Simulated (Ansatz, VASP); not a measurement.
## Al5Cl: VASP beside Ansatz

File INCAR:

```
SYSTEM = Al5Cl
ALGO = Normal
EDIFF = 1E-7
ENCUT = 520
GGA = PE
ISIF = 2
ISMEAR = 0
LASPH = .TRUE.
LCHARG = .FALSE.
LREAL = .FALSE.
LWAVE = .FALSE.
NBANDS = 20
NELM = 60
PREC = Accurate
SIGMA = 0.1
```

The input KPOINTS:

```
k-points
0
G
  6 6 2
  0 0 0
```

Contents of POSCAR:

```
Al5Cl
1.0
    2.9910573200      0.0000000000      0.0000000000
    0.0000000000      2.9910573200      0.0000000000
    0.0000000000      0.0000000000     12.6700224900
Al Cl
5 1
Direct
    0.5000000000      0.5000000000      0.3344822800
    0.5000000000      0.5000000000      0.6655177200
    0.0000000000      0.0000000000      0.1759868000
    0.0000000000      0.0000000000      0.8240132000
    0.0000000000      0.0000000000      0.5000000000
    0.5000000000      0.5000000000      0.0000000000
```

Input for Ansatz:

```yaml
crystal:
  lattice:
    - [2.99105732, 0.0, 0.0]
    - [0.0, 2.99105732, 0.0]
    - [0.0, 0.0, 12.67002249]
  atoms:
    - { symbol: Al, position: [0.5, 0.5, 0.33448228] }
    - { symbol: Al, position: [0.5, 0.5, 0.66551772] }
    - { symbol: Al, position: [0.0, 0.0, 0.1759868] }
    - { symbol: Al, position: [0.0, 0.0, 0.8240132] }
    - { symbol: Al, position: [0.0, 0.0, 0.5] }
    - { symbol: Cl, position: [0.5, 0.5, 0.0] }
basis:
  ecutwfc: 420
kpoints:
  mp_grid: { grid: [6, 6, 2] }
hamiltonian:
  xc: pbe
scf:
  occupations: { method: gaussian, width: 0.1 }
  lower_state_search: "off"
output:
  forces: true
  stress: true
  eigenvalues: true
```

Change from the starting cell: species swapped into the Hf5Pb type (P4/mmm, No. 123).

Alike in both runs: task single point; functional PBE; k mesh 6 × 6 × 2; occupations gaussian, width 0.1 eV; no spin polarisation.

```csv
,VASP,Ansatz
version,VASP 6.6.1,Ansatz 0.2.0
potentials or method,"VASP PAW PBE potentials, release 64 (Al, Cl)","scalar-relativistic, plane waves, PAW"
plane-wave cutoff (eV),520,420
valence electrons in the cell,22,22
```

```tsv
	VASP	Ansatz	Ansatz less VASP
gap on the k mesh at the Fermi level (eV)	none	none	-
pressure (GPa)	-3.1	-3.1	+0.03
largest component of the traceless stress (GPa)	0.54	0.55	+0.013
rms of the force components (eV/Å)	0.066	0.066	+0.0004
```

Atom by atom the forces differ by 0.001 eV/Å (rms over components). A gap of «none» marks a metal or a gap that the smearing closes.
